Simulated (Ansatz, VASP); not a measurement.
## Si2MoN4 (MoSi2N4 bilayer, AA'): VASP beside Ansatz

Aim: how closely do two programs agree when they are given the same cell, functional and k mesh? The structure shown is the start of the Ansatz relaxation below; VASP solves that cell, so the two are compared at the walk's first step.

Calculated with Ansatz 0.2.0; plane waves, with VASP 6.6.1 beside it; single point at LDA.

**1. The starting structure**

The cell holds 14 atoms: 8 N, 4 Si and 2 Mo. Its edges and angles: a = 2.920 Å, b = 2.920 Å, c = 64.824 Å, α = 90.0°, β = 90.0°, γ = 120.0°. Vacuum lies along c.

Structure file:

```xyz
14
Lattice="2.9200 0.0000 0.0000 -1.4600 2.5288 0.0000 0.0000 0.0000 64.8236" Properties=species:S:1:pos:R:3
N     0.0000    0.0000   23.9500
N     0.0000    1.6859   26.1694
N     0.0000    1.6859   28.5924
N     0.0000    0.0000   30.8118
N     0.0000    1.6859   34.0118
N     0.0000    0.0000   36.2312
N     0.0000    0.0000   38.6541
N     0.0000    1.6859   40.8736
Si    0.0000    1.6859   24.4194
Si    0.0000    1.6859   30.3424
Si    0.0000    0.0000   34.4812
Si    0.0000    0.0000   40.4041
Mo    0.0000    0.0000   27.3809
Mo    0.0000    1.6859   37.4427
```

**2. Ansatz: relaxation, LDA**

Ansatz runs on its PAW soft_1 files.

The two programs are compared at the cell with which this relaxation starts, whose forces are those of its first step.

input.yaml reads:

```yaml
crystal:
  lattice:
    - [2.92, 0.0, 0.0]
    - [-1.46, 2.5287941791, 0.0]
    - [0.0, 0.0, 64.8235812323]
  atoms:
    - { symbol: "N", position: [0.0, 0.0, 0.3694643144] }
    - { symbol: Si, position: [0.3333333333, 0.6666666667, 0.3767060045] }
    - { symbol: "N", position: [0.3333333333, 0.6666666667, 0.4037023531] }
    - { symbol: Mo, position: [0.0, 0.0, 0.4223909692] }
    - { symbol: "N", position: [0.3333333333, 0.6666666667, 0.4410795854] }
    - { symbol: Si, position: [0.3333333333, 0.6666666667, 0.4680759341] }
    - { symbol: "N", position: [0.0, 0.0, 0.4753176241] }
    - { symbol: "N", position: [0.3333333333, 0.6666666667, 0.5246823759] }
    - { symbol: Si, position: [0.0, 0.0, 0.5319240659] }
    - { symbol: "N", position: [0.0, 0.0, 0.5589204146] }
    - { symbol: Mo, position: [0.3333333333, 0.6666666667, 0.5776090308] }
    - { symbol: "N", position: [0.0, 0.0, 0.5962976469] }
    - { symbol: Si, position: [0.0, 0.0, 0.6232939955] }
    - { symbol: "N", position: [0.3333333333, 0.6666666667, 0.6305356856] }
  periodic: [true, true, false]
kpoints:
  mp_grid: { grid: [12, 12, 1] }
hamiltonian:
  xc: lda
  pseudopotentials: { kind: paw, azcp: { folder: soft_1 }, xc_functional: pbe }
scf:
  occupations: { method: fermi_dirac, width: 0.05 }
  convergence: { dr2_threshold: 1.0e-09 }
relax:
  f_tol: 0.004
  max_steps: 90
  cell: {}
output:
  write_potential: true
  write_density: true
  volumetric_format: npy
```

Launch:

```console
> ansatz run input.yaml --threads 4 --pin off --max-ram 6144MiB --backend cpu --events-out ev --progress --plain --runs-dir out
```

Numbers of over 12 decimals in the logs are rounded to 6 here.

The log of the run:

```text
Warning: relax.cell: scf.convergence.dr2_threshold = 1e-9 eV is looser than the 1.93135621554e-10 eV advised for a relaxation that steers and ends on the stress (1e-10 eV for each atom of the cell: 14, times the square of relax.cell.stress_2d_tol = 0.05 N/m over 26.9 Å (the atoms' height at the walk's start and 5 Å past either face), 1.857e-2 GPa, over a crystal's default 0.05). What an SCF threshold leaves in a stress goes as its square root, and in the free energy as the threshold itself, and one threshold admits the most on a small cell: [figures from the program's tests cut] Set scf.convergence.dr2_threshold to 1.93135621554e-10 eV or tighter. [rest of the remark cut]
Engine: ansatz 0.2.0, aarch64-unknown-linux-gnu
Pseudopotentials: kind: paw
Pseudopotential: N, paw, valence charge 5, recommended cutoff 420 eV (normal), soft_1/N.paw.azcp
Pseudopotential: Si, paw, valence charge 4, recommended cutoff 420 eV (normal), soft_1/Si.paw.azcp
Pseudopotential: Mo, paw, valence charge 14, recommended cutoff 420 eV (normal), soft_1/Mo.paw.azcp
Functional definition: SPW92
  exchange = slater_x
  correlation = pw_c
Crystal: 14 atoms, lattice volume = 478.662 Å³
Basis set: ecut = 420 eV, 9277 PW (Γ)
Bands: 56, of which v1, the nominal top of the filled ones, is band 42 counted from 1 (41 counted from 0)
Symmetry: 12 space group operations
Space group: P-3m1 (ITA 164), of the structure as read, at distance tolerance 7.8e-5 Å
k-points: 19 of 144
Non-local potential: N, projectors of the file, l = 0: 2, l = 1: 2, l = 2: 1
Non-local potential: Si, projectors of the file, l = 0: 2, l = 1: 2, l = 2: 1
Non-local potential: Mo, projectors of the file, l = 0: 3, l = 1: 2, l = 2: 2, l = 3: 1
PAW form: soft (Blöchl's): semilocal exchange-correlation on the pseudo side does not see the compensation charge
PAW frozen core: N, regenerated for the run's functional, and the local potential with it (the file was generated under x = pbe(κ = 0.804, μ = 0.219515), c = pbe(β = 0.066725))
PAW frozen core: Si, regenerated for the run's functional, and the local potential with it (the file was generated under x = pbe(κ = 0.804, μ = 0.219515), c = pbe(β = 0.066725))
PAW frozen core: Mo, regenerated for the run's functional, and the local potential with it (the file was generated under x = pbe(κ = 0.804, μ = 0.219515), c = pbe(β = 0.066725))
PAW one-centre angular grid: N, 110 points (default); XC on 64 Gauss nodes
PAW one-centre angular grid: Si, 110 points (default); XC on 64 Gauss nodes
PAW one-centre angular grid: Mo, 590 points (default); XC on 64 Gauss nodes
Initial density: superposition of atomic densities (neutral atoms: chi_scale 0, normalization atom)
Initial wavefunctions: pseudopotential atomic-orbital guess
Functional: x = slater, c = lda
SCF iter   1: F=—  HF=-15145.976871 eV  |F-HF|=—  |Δ(HF+E_count)|=         —  Δρ=1.12e-1  dr2=6.93e1  ethr=3.10e-3  ⟨swp⟩=15.1  Hψ=8778  notcnv=0  defer=23
preconditioner: auto → Resta (q_TF=auto, 2.041 Å⁻¹)  ε∞=2.1  [insulator: Δε(μ)=2.003 eV  Ē_g=13.596 eV  σ=0.050 eV  W_gap=1.00  n_scr=42 (ndim 8)  ℏωp=14.0 eV  f_vac=0.682  D(μ)=0.00/eV (n_scr^D=0)  ε∞_Penn≈2.1  vacuum switching on, ρ_ref=1.3e-2 e/Å³]
SCF iter   2: F=—  HF=-15131.104186 eV  |F-HF|=—  |Δ(HF+E_count)|=    1.49e1  Δρ=6.65e-2  dr2=2.80e1  ethr=3.10e-3  ⟨swp⟩=6.1  Hψ=4002  notcnv=0  defer=132
SCF iter   3: F=—  HF=-15127.106727 eV  |F-HF|=—  |Δ(HF+E_count)|=    4.00e0  Δρ=2.30e-2  dr2=2.65e0  ethr=3.10e-3  ⟨swp⟩=5.1  Hψ=2967  notcnv=0  defer=136
SCF iter   4: F=—  HF=-15126.519464 eV  |F-HF|=—  |Δ(HF+E_count)|=   5.87e-1  Δρ=1.02e-2  dr2=2.82e-1  ethr=3.10e-3  ⟨swp⟩=2.9  Hψ=1696  notcnv=0  defer=126
SCF iter   5: F=—  HF=-15126.508891 eV  |F-HF|=—  |Δ(HF+E_count)|=   1.06e-2  Δρ=4.29e-3  dr2=1.34e-1  ethr=3.36e-4  ⟨swp⟩=3.4  Hψ=2232  notcnv=0  defer=126
SCF iter   6: F=—  HF=-15126.485926 eV  |F-HF|=—  |Δ(HF+E_count)|=   2.30e-2  Δρ=2.08e-3  dr2=3.12e-2  ethr=1.59e-4  ⟨swp⟩=2.8  Hψ=1822  notcnv=0  defer=126
SCF iter   7: F=—  HF=-15126.486245 eV  |F-HF|=—  |Δ(HF+E_count)|=   3.19e-4  Δρ=1.10e-3  dr2=2.88e-2  ethr=3.72e-5  ⟨swp⟩=3.3  Hψ=2249  notcnv=0  defer=130
SCF iter   8: F=—  HF=-15126.482650 eV  |F-HF|=—  |Δ(HF+E_count)|=   3.59e-3  Δρ=2.62e-4  dr2=5.26e-4  ethr=3.43e-5  ⟨swp⟩=3.1  Hψ=1690  notcnv=0  defer=130
[...]
basis re-selected at this cell: Δ(F+E_penalty+E_count) = +6.537e-5 eV, ΔP = -0.002 N/m vs the last step (what re-selecting the basis moved, of the pressure what is left beyond the Pulay correction that the steps carried, after the strain that the cell walked since its last selection, with what the two solves' SCF thresholds leave and, on support functions, any second-order correction that the steps lacked; it is no m [...]
WARN: The output density's exchange-correlation potential varies sharply where the density is thin. Do not read a vacuum level from v_tot or v_xc, or from such a field of the output density. On a cell that repeats whose density bears no net charge and no dipole along the vacuum's axis use v_es (v_loc + v_h of the components); under efield.dipole_correction with no amplitude use v_es + v_field, which holds any externa [...]
SCF converged after 4 iterations
Free energy (F): -15126.739216 eV
Harris-Foulkes:  -15126.739216 eV  (|F-HF|=3.53e-10)
Internal energy: -15126.739216 eV  (E = F + TS)
E sigma→0 (E₀):  -15126.739216 eV
Fermi energy:    -4.694568 eV
--- Per-component energies (eV) ---
  E_band       = -1652.548240
  E_kinetic    = 2080.199698
  E_local      = -898473.340040  (includes V_loc(G=0)·N_el)
  E_nonlocal   = 682.578267
  E_hartree    = 447904.437463
  E_xc         = -1056.553497
  E_vxc        = -1245.616359  (∫ρ·V_xc dr)
  E_paw        = -9091.933003  (= ΣΔE_a)
  E_vpaw       = -505.244618  (= ΣTr[D̂ρ^β])
  E_aug_tail   = 0.006836  (compensation charges beyond the density's cutoff)
  E_ewald      = 442825.941753
  E_core_change = 1.923306  (= ΣΔE_core)
  E_smearing   = -0.000000  (= −TS)
  E_closure    = -0.000000  (closes the sum)
  Σ components = -15126.739216   (vs F -15126.739216, Δ=0.00e0)
--- Forces (eV/Å), atoms counted from 1 ---
  atom   1  N      0.00000000     0.00000000     0.00059952
  atom   2  Si     0.00000000    -0.00000000    -0.00051505
  atom   3  N     -0.00000000     0.00000000     0.00006118
  atom   4  Mo     0.00000000     0.00000000    -0.00024151
  atom   5  N      0.00000000     0.00000000    -0.00035299
  atom   6  Si    -0.00000000    -0.00000000     0.00081991
  atom   7  N     -0.00000000     0.00000000    -0.00063095
  atom   8  N      0.00000000    -0.00000000     0.00063095
  atom   9  Si     0.00000000     0.00000000    -0.00081991
  atom  10  N      0.00000000    -0.00000000     0.00035299
  atom  11  Mo     0.00000000    -0.00000000     0.00024151
  atom  12  N      0.00000000    -0.00000000    -0.00006118
  atom  13  Si     0.00000000     0.00000000     0.00051505
  atom  14  N      0.00000000    -0.00000000    -0.00059952
  max |Σ_I F_I| component: 1.02e-16 eV/Å
--- 2D stress c σ (N/m, compression-positive) ---
       -0.006870       0.000000      -0.000000
        0.000000      -0.006870       0.000000
       -0.000000       0.000000      -0.000000
  P = ½ c Tr σ = -0.0069 N/m
--- Band table (eV; the first three rows and the last of 19) ---
  k-point 0: bands = [... 38 lower, -8.1589, -7.7140, -5.7539, -5.6608, -2.7090, -2.7090, -2.7084, -2.7084, ... 10 higher]
  k-point 1: bands = [... 38 lower, -7.8873, -7.6243, -5.8383, -5.7822, -2.8908, -2.8384, -2.7377, -2.7375, ... 10 higher]
  k-point 2: bands = [... 38 lower, -7.9066, -7.6982, -6.2247, -6.2198, -3.0083, -2.9141, -2.7974, -2.7966, ... 10 higher]
  k-point 18: bands = [... 38 lower, -7.1087, -7.1087, -6.1520, -6.1454, -3.6892, -3.6892, -2.4973, -2.3911, ... 10 higher]
  ° read free of the cell's end (the report's vacuum.weakly_bound_levels)
--- Relaxed structure (7 steps of the walk, 7 accepted, 2 SCFs on fresh bases) ---
  F+E_penalty+E_count = -15126.73921596 eV   max|allowed force component| = 8.199e-4 eV/Å   (the final SCF, on the basis selected at the relaxed cell)
  cell:  # Å, volume = 461.2827 Å³
    - [2.866499, 0.0, 0]
    - [-1.433249, 2.482461, 0]
    - [0, 0, 64.8235812323]
  atoms:
    - { symbol: N, position: [1.0747975394181006e-17, -5.021493397074369e-17, 0.370171] }
    - { symbol: Si, position: [0.333333, 0.666667, 0.378028] }
    - { symbol: N, position: [0.333333, 0.666667, 0.404882] }
    - { symbol: Mo, position: [1.264956565432707e-17, -4.9362986401406235e-17, 0.423996] }
    - { symbol: N, position: [0.333333, 0.666667, 0.443112] }
    - { symbol: Si, position: [0.333333, 0.666667, 0.469964] }
    - { symbol: N, position: [1.4459155479508358e-17, -4.855225672668512e-17, 0.477777] }
    - { symbol: N, position: [0.333333, 0.666667, 0.522223] }
    - { symbol: Si, position: [5.2534009685667106e-18, -5.267660482831653e-17, 0.530036] }
    - { symbol: N, position: [4.948443102523478e-18, -5.2813231586546704e-17, 0.556888] }
    - { symbol: Mo, position: [0.333333, 0.666667, 0.576004] }
    - { symbol: N, position: [6.754245019447725e-18, -5.200419896470817e-17, 0.595118] }
    - { symbol: Si, position: [6.452008402748453e-18, -5.213960655295592e-17, 0.621972] }
    - { symbol: N, position: [0.333333, 0.666667, 0.629829] }
```

In the SCF lines HF is the Harris–Foulkes energy and dr2 the Hartree energy of the density residual, in eV; the loop may stop once dr2 is under the threshold and the program's other checks hold. Hψ counts applications of the Hamiltonian.

(Continued in part 2 of 2.)

[Lines on the potential files, build, host, timing and source positions are cut from VASP's logs without a mark.]

[Logs are printed without paths, hosts, clocks, repeated set-up lines and the standing remarks that a program may print on its own settings, such as how far it seeks lower states.]

[Hosts, paths, dates, database ids (printed as entryN), source tags and the programs' standing remarks are cut or masked in the printed files.]
